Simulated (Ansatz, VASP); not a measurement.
# LiNbO3: VASP beside Ansatz

Wanted: the spread between two codes on one cell, functional and k mesh. The cell is taken from a series of runs on this material, whose earlier steps may have relaxed, scaled, displaced or heated it; both programs get it as it stands.

Calculated with Ansatz 0.2.0; plane waves, with VASP 6.6.1 beside it; G0W0 gap at LDA.

## Step 1: Starting point

It takes space group R3c (No. 161, trigonal). The conventional cell has a = 5.203 Å, b = 5.203 Å, c = 13.810 Å, α = 90.00°, β = 90.00°, γ = 120.00°. Nearest to Li lie 6 O at 2.12 to 2.24 Å. Nb has 6 O at 1.88 to 2.11 Å nearest. O has 2 Nb at 1.88 to 2.11 Å and 2 Li at 2.12 to 2.24 Å nearest. Farther neighbours and most contacts between anions are not listed.

Structure file:

```cif
data_structure
_symmetry_space_group_name_H-M 'R3c:H'
_symmetry_Int_Tables_number 161
_cell_length_a 5.2031
_cell_length_b 5.2031
_cell_length_c 13.8095
_cell_angle_alpha 90.000
_cell_angle_beta 90.000
_cell_angle_gamma 120.000
_cell_volume 323.77
loop_
_atom_site_label
_atom_site_type_symbol
_atom_site_symmetry_multiplicity
_atom_site_Wyckoff_symbol
_atom_site_fract_x
_atom_site_fract_y
_atom_site_fract_z
_atom_site_occupancy
Li1 Li 6 a 0.66667 0.33333 0.05121 1
Nb1 Nb 6 a 0.00000 0.00000 0.00116 1
O1 O 18 b 0.00959 0.38892 0.26972 1
```

## Step 2: VASP: G0W0 gap, LDA

Quasiparticle shifts depend on high empty states and on the cores, so they are the hardest test of two PAW sets.

Lines of VASP's logs that name or quote its potential files are left out, and so is its time.

The run reads the wave functions of an earlier VASP run, which isn't shown here.

The input, INCAR:

```
SYSTEM = LiNbO3
PREC = Accurate
ENCUT = 460
ISMEAR = 0
SIGMA = 0.01
LREAL = .FALSE.
GGA = CA
NBANDS = 536
LASPH = .TRUE.
ALGO = EVGW0
NELMGW = 1
ENCUTGW = 160
NOMEGA = 64
PRECFOCK = Fast
NBANDSGW = 48
LWAVE = .FALSE.
LCHARG = .FALSE.
```

The input, POSCAR:

```
LiNbO3
1.0
    2.6015580000      1.5020102099      4.6031774621
   -2.6015580000      1.5020102099      4.6031774621
    0.0000000000     -3.0040204249      4.6031774605
Li Nb O
2 2 6
Direct
    0.7178721379      0.7178721379      0.7178721379
    0.2178721379      0.2178721379      0.2178721379
    0.0011559487      0.0011559487      0.0011559487
    0.5011559487      0.5011559487      0.5011559487
    0.2793127345      0.6490443437      0.8807998353
    0.6490443437      0.8807998353      0.2793127345
    0.8807998353      0.2793127345      0.6490443437
    0.3807998353      0.1490443437      0.7793127345
    0.7793127345      0.3807998353      0.1490443437
    0.1490443437      0.7793127345      0.3807998353
```

The input, KPOINTS:

```
Automatic mesh
0
Gamma
4 4 4
0 0 0
```

The projector-augmented-wave data sets are Li_sv_GW, Nb_sv_GW and O_GW (LDA family, release 64).

Command:

```
mpirun -np 8 vasp_std
```

Numbers of over 12 decimals in the logs are rounded to 6 here.

What it wrote:

```text
[banner, memory and clock lines left out]
running    8 mpi-ranks, on    1 nodes
 distrk:  each k-point on    8 cores,    1 groups
 distr:  one band on    1 cores,    8 groups

 POSCAR found type information on POSCAR LiNbO
 POSCAR found :  3 types and      10 ions
|                                                                             |
|           W    W    AA    RRRRR   N    N  II  N    N   GGGG   !!!           |
|           W    W   A  A   R    R  NN   N  II  NN   N  G    G  !!!           |
|           W    W  A    A  R    R  N N  N  II  N N  N  G       !!!           |
|           W WW W  AAAAAA  RRRRR   N  N N  II  N  N N  G  GGG   !            |
|           WW  WW  A    A  R   R   N   NN  II  N   NN  G    G                |
|           W    W  A    A  R    R  N    N  II  N    N   GGGG   !!!           |
|                                                                             |
|     For optimal performance we recommend to set                             |
|       NCORE = 2 up to number-of-cores-per-socket                            |
|     NCORE specifies how many cores store one orbital (NPAR=cpu/NCORE).      |
|     This setting can greatly improve the performance of VASP for DFT.       |
|     The default, NCORE=1 might be grossly inefficient on modern             |
|     multi-core architectures or massively parallel machines. Do your        |
|     Unfortunately you need to use the default for GW and RPA                |
|     calculations (for HF NCORE is supported but not extensively tested      |
|     yet).                                                                   |
|                                                                             |

|                                                                             |
|           W    W    AA    RRRRR   N    N  II  N    N   GGGG   !!!           |
|           W    W   A  A   R    R  NN   N  II  NN   N  G    G  !!!           |
|           W    W  A    A  R    R  N N  N  II  N N  N  G       !!!           |
|           W WW W  AAAAAA  RRRRR   N  N N  II  N  N N  G  GGG   !            |
|           WW  WW  A    A  R   R   N   NN  II  N   NN  G    G                |
|           W    W  A    A  R    R  N    N  II  N    N   GGGG   !!!           |
|                                                                             |
|     The default for ENCUTGWSOFT is different in this version of VASP.       |
|     please manually set ENCUTGWSOFT =160 in the INCAR file.                 |
|                                                                             |

 LDA part: xc-table for (Slater(with rela. corr.)+CA(PZ))
 , standard interpolation
 found WAVECAR, reading the header
 POSCAR, INCAR and KPOINTS ok, starting setup
 FFT: planning ... GRIDC
 FFT: planning ... GRID_SOFT
 FFT: planning ... GRID
 reading WAVECAR
 the WAVECAR file was read successfully
 initial charge from wavefunction
 available memory per node:     31.24 GB, setting MAXMEM to     31985

 The Fermi energy was updated, please check that it is located mid-gap
 values below the HOMO (VB) or above the LUMO (CB) will cause erroneous energies
 E-fermi :   4.5012

 calculate exact exchange contribution
 the WAVEDER file was read successfully
energies w=
    0.000    0.000    1.383    0.000    2.762    0.000    4.136    0.000
    5.501    0.000    6.855    0.000    8.195    0.000    9.520    0.000
   10.829    0.000   12.121    0.000   13.396    0.000   14.653    0.000
   15.893    0.000   17.116    0.000   18.324    0.000   19.518    0.000
   20.700    0.000   21.870    0.000   23.032    0.000   24.186    0.000
   25.335    0.000   26.482    0.000   27.628    0.000   28.776    0.000
   29.930    0.000   31.091    0.000   32.263    0.000   33.449    0.000
   34.652    0.000   35.877    0.000   37.126    0.000   38.405    0.000
   39.718    0.000   41.070    0.000   42.467    0.000   43.915    0.000
   45.423    0.000   46.997    0.000   48.646    0.000   50.382    0.000
   52.216    0.000   54.163    0.000   56.237    0.000   58.459    0.000
   60.851    0.000   63.439    0.000   66.254    0.000   69.336    0.000
   72.731    0.000   76.497    0.000   80.705    0.000   85.447    0.000
   90.839    0.000   97.032    0.000  104.224    0.000  112.688    0.000
  122.796    0.000  135.080    0.000  150.326    0.000  169.743    0.000
  195.290    0.000  230.374    0.000  281.473    0.000  362.637    0.000
 responsefunction array rank=     512
 LDA part: xc-table for (Slater(with rela. corr.)+CA(PZ))
 , standard interpolation

 min. memory requirement per mpi rank    804.4 MB, per node   6435.5 MB

 allocating   8 responsefunctions rank=   512
 shmem allocating  64 responsefunctions rank=   512
 response function shared by NCSHMEM nodes    1
 Doing            8  frequencies on each core in blocks of           64
NQ=   1    0.0000    0.0000    0.0000,
|.........|.........|.........|.........|.........|.........|.........|.........
 performed       2853000 updates of chi_q(r,r)
 total number of BLAS operations       5593.69 Gflops
NQ=   2    0.2500    0.0000    0.0000,
|.........|.........|.........|.........|.........|.........|.........|.........
 performed       7713000 updates of chi_q(r,r)
 total number of BLAS operations      15353.44 Gflops
NQ=   3    0.5000    0.0000    0.0000,
|.........|.........|.........|.........|.........|.........|.........|.........
 performed      11595000 updates of chi_q(r,r)
 total number of BLAS operations      23056.95 Gflops
NQ=   4    0.2500    0.2500    0.0000,
|.........|.........|.........|.........|.........|.........|.........|.........
 performed      16455000 updates of chi_q(r,r)
 total number of BLAS operations      32661.48 Gflops
NQ=   5    0.5000    0.2500    0.0000,
|.........|.........|.........|.........|.........|.........|.........|.........
 performed      21932000 updates of chi_q(r,r)
 total number of BLAS operations      43399.24 Gflops
NQ=   6   -0.2500    0.2500    0.0000,
|.........|.........|.........|.........|.........|.........|.........|.........
 performed      27101000 updates of chi_q(r,r)
 total number of BLAS operations      53613.85 Gflops
NQ=   7    0.5000    0.5000    0.0000,
|.........|.........|.........|.........|.........|.........|.........|.........
 performed      30983000 updates of chi_q(r,r)
 total number of BLAS operations      61194.10 Gflops
NQ=   8    0.2500    0.2500    0.2500,
|.........|.........|.........|.........|.........|.........|.........|.........
 performed      34196000 updates of chi_q(r,r)
 total number of BLAS operations      67802.98 Gflops
NQ=   9    0.5000    0.2500    0.2500,
|.........|.........|.........|.........|.........|.........|.........|.........
 performed      39056000 updates of chi_q(r,r)
 total number of BLAS operations      77679.97 Gflops
NQ=  10   -0.2500    0.2500    0.2500,
|.........|.........|.........|.........|.........|.........|.........|.........
 performed      43916000 updates of chi_q(r,r)
 total number of BLAS operations      87092.23 Gflops
NQ=  11    0.5000    0.5000    0.2500,
|.........|.........|.........|.........|.........|.........|.........|.........
 performed      48776000 updates of chi_q(r,r)
 total number of BLAS operations      96466.26 Gflops
NQ=  12   -0.2500    0.5000    0.2500,
|.........|.........|.........|.........|.........|.........|.........|.........
 performed      53945000 updates of chi_q(r,r)
 total number of BLAS operations     106557.93 Gflops
NQ=  13    0.5000    0.5000    0.5000,
|.........|.........|.........|.........|.........|.........|.........|.........
 performed      56798000 updates of chi_q(r,r)
 total number of BLAS operations     112449.29 Gflops
 resolving degeneracies of screened two electron integrals

 calculate QP shifts <psi_nk| G(iteration)W_0 |psi_nk>: iteration 1
 entering main loop
```

From OUTCAR (step 2):

```text
ion  position               nearest neighbor table
   1  0.718  0.718  0.718-
   2  0.218  0.218  0.218-
   3  0.001  0.001  0.001-   6 1.88   7 1.88   5 1.88   8 2.11   9 2.11  10 2.11
   4  0.501  0.501  0.501-   8 1.88   9 1.88  10 1.88   6 2.11   7 2.11   5 2.11
   5  0.279  0.649  0.881-   3 1.88   4 2.11
   6  0.649  0.881  0.279-   3 1.88   4 2.11
   7  0.881  0.279  0.649-   3 1.88   4 2.11
   8  0.381  0.149  0.779-   4 1.88   3 2.11
   9  0.779  0.381  0.149-   4 1.88   3 2.11
  10  0.149  0.779  0.381-   4 1.88   3 2.11

  LATTYP: Found a trigonal (rhomboedric) cell.
 ALAT       =     5.4966700324
 COS(alpha) =     0.5519797055

 Subroutine GETGRP returns: Found  6 space group operations
 (whereof  3 operations were pure point group operations)

The static configuration has the point symmetry C_3 .
 The point group associated with its full space group is C_3v.

 Found     13 irreducible k-points:

   k-points           NKPTS =     13   k-points in BZ     NKDIM =     64   number of bands    NBANDS=    536

   dimension x,y,z NGX =    40 NGY =   40 NGZ =   40
   dimension x,y,z NGXF=    80 NGYF=   80 NGZF=   80

   ENCUT  =  460.0 eV  33.81 Ry    5.81 a.u.   9.61  9.61  9.61*2*pi/ulx,y,z

   NELECT =      68.0000    total number of electrons

  energy-cutoff  :      460.00
  volume of cell :      107.92
      direct lattice vectors                 reciprocal lattice vectors
     2.601558000  1.502010210  4.603177462     0.192192525  0.110962406  0.072413748
    -2.601558000  1.502010210  4.603177462    -0.192192525  0.110962406  0.072413748
     0.000000000 -3.004020425  4.603177461     0.000000000 -0.221924812  0.072413748

 k-points in reciprocal lattice and weights: Automatic mesh
   0.00000000  0.00000000  0.00000000       0.016
   0.25000000  0.00000000  0.00000000       0.094
   0.50000000  0.00000000  0.00000000       0.047
   0.25000000  0.25000000  0.00000000       0.094
   0.50000000  0.25000000  0.00000000       0.188
  -0.25000000  0.25000000  0.00000000       0.094
   0.50000000  0.50000000  0.00000000       0.047
   0.25000000  0.25000000  0.25000000       0.031
   0.50000000  0.25000000  0.25000000       0.094
  -0.25000000  0.25000000  0.25000000       0.094
   0.50000000  0.50000000  0.25000000       0.094
  -0.25000000  0.50000000  0.25000000       0.094
   0.50000000  0.50000000  0.50000000       0.016

 E-fermi :   4.5012

 QP shifts <psi_nk| G(iteration)W_0 |psi_nk>: iteration 1
 for sc-GW calculations column KS-energies equals QP-energies in previous step
 and V_xc(KS)=  KS-energies - (<T + V_ion + V_H > + <T+V_H+V_ion>^1  + <V_x>^1)
 k-point   1 :       0.0000    0.0000    0.0000
  band No.  KS-energies  QP-energies   sigma(KS)   V_xc(KS)     V^pw_x(r,r')   Z            occupation Imag(sigma)
    ...
     31       2.1348       1.6877     -20.1408     -19.5213     -24.4572       0.7217       2.0000       0.2821
     32       2.3883       1.8876     -20.1277     -19.4370     -24.5749       0.7248       2.0000       0.2721
     33       2.8034       2.3629     -20.2628     -19.6566     -24.5652       0.7268       2.0000       0.2584
     34       2.8034       2.3629     -20.2628     -19.6566     -24.5652       0.7268       2.0000       0.2584
     35       6.1989       7.3922     -15.5386     -17.0948     -10.9571       0.7668       0.0000      -0.1977
     36       6.1989       7.3922     -15.5386     -17.0948     -10.9571       0.7668       0.0000      -0.1977
     37       6.6433       7.8230     -15.8531     -17.4071     -11.3181       0.7592       0.0000      -0.2109
     38       7.9755       9.2805     -16.7606     -18.5139     -11.6821       0.7443       0.0000      -0.2690
    ...

 k-point   2 :       0.2500    0.0000    0.0000
  band No.  KS-energies  QP-energies   sigma(KS)   V_xc(KS)     V^pw_x(r,r')   Z            occupation Imag(sigma)
    ...
     31       2.3186       1.8561     -20.0749     -19.4355     -24.3625       0.7233       2.0000       0.2710
     32       2.4499       1.9789     -20.0202     -19.3694     -24.3364       0.7237       2.0000       0.2697
     33       2.6198       2.1604     -19.9212     -19.2856     -24.2218       0.7228       2.0000       0.2668
     34       2.7378       2.2873     -20.2329     -19.6126     -24.5391       0.7262       2.0000       0.2605
     35       6.3130       7.5024     -15.6389     -17.1964     -10.9936       0.7637       0.0000      -0.2024
     36       6.4220       7.6161     -15.5762     -17.1422     -10.9621       0.7625       0.0000      -0.2042
     37       6.8390       8.0434     -15.9410     -17.5375     -11.2396       0.7544       0.0000      -0.2216
     38       7.7273       8.9620     -16.3321     -17.9955     -11.2566       0.7423       0.0000      -0.2709
    ...

 k-point   3 :       0.5000    0.0000    0.0000
  band No.  KS-energies  QP-energies   sigma(KS)   V_xc(KS)     V^pw_x(r,r')   Z            occupation Imag(sigma)
    ...
     31       2.4991       2.0291     -20.1589     -19.5111     -24.4864       0.7256       2.0000       0.2651
     32       2.4991       2.0291     -20.1589     -19.5111     -24.4864       0.7256       2.0000       0.2651
     33       2.5551       2.0902     -20.0421     -19.3991     -24.3705       0.7231       2.0000       0.2679
     34       2.5551       2.0902     -20.0421     -19.3991     -24.3705       0.7231       2.0000       0.2679
     35       6.6774       7.8740     -15.7419     -17.3177     -11.0126       0.7594       0.0000      -0.2171
     36       6.6774       7.8740     -15.7419     -17.3177     -11.0126       0.7594       0.0000      -0.2171
     37       7.4436       8.6759     -16.2793     -17.9220     -11.4806       0.7501       0.0000      -0.2487
     38       7.4436       8.6759     -16.2793     -17.9220     -11.4806       0.7501       0.0000      -0.2487
    ...

 k-point   4 :       0.2500    0.2500    0.0000
  band No.  KS-energies  QP-energies   sigma(KS)   V_xc(KS)     V^pw_x(r,r')   Z            occupation Imag(sigma)
    ...
     31       2.1254       1.6498     -20.1197     -19.4656     -24.3941       0.7270       2.0000       0.2702
     32       2.4718       1.9951     -20.0347     -19.3754     -24.3933       0.7230       2.0000       0.2719
     33       2.5091       2.0649     -20.1364     -19.5241     -24.3591       0.7256       2.0000       0.2623
     34       2.7306       2.2749     -20.1360     -19.5069     -24.4890       0.7245       2.0000       0.2647
     35       6.2783       7.4665     -15.6831     -17.2371     -11.1335       0.7646       0.0000      -0.1989
     36       6.8456       8.0435     -16.0104     -17.6036     -11.3893       0.7519       0.0000      -0.2209
     37       6.9268       8.1259     -16.1548     -17.7515     -11.5088       0.7510       0.0000      -0.2233
     38       7.4966       8.7490     -16.3631     -18.0317     -11.4779       0.7506       0.0000      -0.2488
    ...

[... 4 further parts left out ...]
```

(Part 1 of 2 ends here.)

[Lines on the potential files, build, host, timing and source positions are cut from VASP's logs without a mark.]

[Logs are printed without paths, hosts, clocks, repeated set-up lines and the standing remarks that a program may print on its own settings, such as how far it seeks lower states.]

[Hosts, paths, dates, database ids (printed as entryN), source tags and the programs' standing remarks are cut or masked in the printed files.]
